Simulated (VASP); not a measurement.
SiC:

```
Si C
1.0
     3.09319    0.00000    0.00000
    -1.54660    2.67878    0.00000
     0.00000    0.00000   10.12658
Si C
4 4
Direct
  0.66667 0.33333 0.93785
  0.33333 0.66667 0.43785
  0.00000 0.00000 0.68790
  0.00000 0.00000 0.18790
  0.66667 0.33333 0.74981
  0.33333 0.66667 0.24981
  0.00000 0.00000 0.50045
  0.00000 0.00000 0.00045
```

The cell is a database's computed one.

Base run:

* Program: VASP 6.6.1
* Functional: r2SCAN
* Potentials or basis: VASP PAW PBE potentials, release 64 (Si, C)
* Cutoff: 520 eV
* k mesh: 12 × 12 × 3
* Occupations: gaussian, width 0.03 eV
* Spin: no spin polarisation

Its results: band gap on the k mesh 2.60 eV, indirect (least direct gap 3.78 eV); pressure -3.5 GPa.

Task: The run is repeated on the same cell with these changes: functional from r2SCAN to PBE; further incar settings from ALGO = Normal; EDIFF = 1e-06; NBANDS = 26 to ALGO = Fast; EDIFF = 1e-06; NBANDS = 26. What comes out?

Result: Band gap on the k mesh 2.22 eV, indirect (least direct gap 3.34 eV); pressure 0.1 GPa.

Caveats: the PAW data sets were made with another functional, which shifts forces and pressure a little (some runs).
